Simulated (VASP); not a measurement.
```
Pt
1.0
    0.00000     1.97109     1.97109
    1.97109     0.00000     1.97109
    1.97109     1.97109     0.00000
Pt
1
Cartesian
  0.00000   0.00000   0.00000
```

Method: r2SCAN meta-GGA, VASP's PBE PAW potentials (set 64) (plane waves; VASP). Settings: 480 eV cut-off, 14×14×14 Γ-centred mesh, first-order Methfessel-Paxton smearing of 0.10 eV, potentials Pt.

Each row applies one change to this cell, which was relaxed at other settings and keeps the small stress of the first row; at a fixed cut-off the stress holds a Pulay part, so it need not integrate to ΔE exactly. Stress is in GPa, positive when the cell is compressed.

```json
[
 {"change": "none", "ΔE (meV/atom)": "0.0", "σxx": "0.03", "σyy": "0.03", "σzz": "0.03", "largest shear component, with its sign (GPa)": "0.00", "largest force (eV/Å)": "0.000"},
 {"change": "biaxial strain of -4.0 % in the xy plane", "ΔE (meV/atom)": "104.8", "σxx": "30.60", "σyy": "30.60", "σzz": "23.62", "largest shear component, with its sign (GPa)": "0.00", "largest force (eV/Å)": "0.000"},
 {"change": "uniaxial strain of +4.0 % along z", "ΔE (meV/atom)": "24.3", "σxx": "-8.09", "σyy": "-8.09", "σzz": "-12.13", "largest shear component, with its sign (GPa)": "0.00", "largest force (eV/Å)": "0.000"},
 {"change": "biaxial strain of -1.0 % in the xz plane", "ΔE (meV/atom)": "6.0", "σxx": "6.30", "σyy": "5.02", "σzz": "6.30", "largest shear component, with its sign (GPa)": "0.00", "largest force (eV/Å)": "0.000"},
 {"change": "uniaxial strain of -3.0 % along z", "ΔE (meV/atom)": "16.3", "σxx": "8.11", "σyy": "8.11", "σzz": "11.49", "largest shear component, with its sign (GPa)": "0.00", "largest force (eV/Å)": "0.000"},
 {"change": "uniaxial strain of -4.0 % along z", "ΔE (meV/atom)": "29.4", "σxx": "11.36", "σyy": "11.36", "σzz": "15.57", "largest shear component, with its sign (GPa)": "0.00", "largest force (eV/Å)": "0.000"},
 {"change": "isotropic strain of +1.0 %", "ΔE (meV/atom)": "11.1", "σxx": "-7.53", "σyy": "-7.53", "σzz": "-7.53", "largest shear component, with its sign (GPa)": "0.00", "largest force (eV/Å)": "0.000"},
 {"change": "biaxial strain of -2.0 % in the xy plane", "ΔE (meV/atom)": "24.4", "σxx": "13.43", "σyy": "13.43", "σzz": "10.56", "largest shear component, with its sign (GPa)": "0.00", "largest force (eV/Å)": "0.000"}
]
```

Failed runs are left out, and for metals the shear rows, which the mesh's noise covers.

The compound is Pt in the fcc structure.
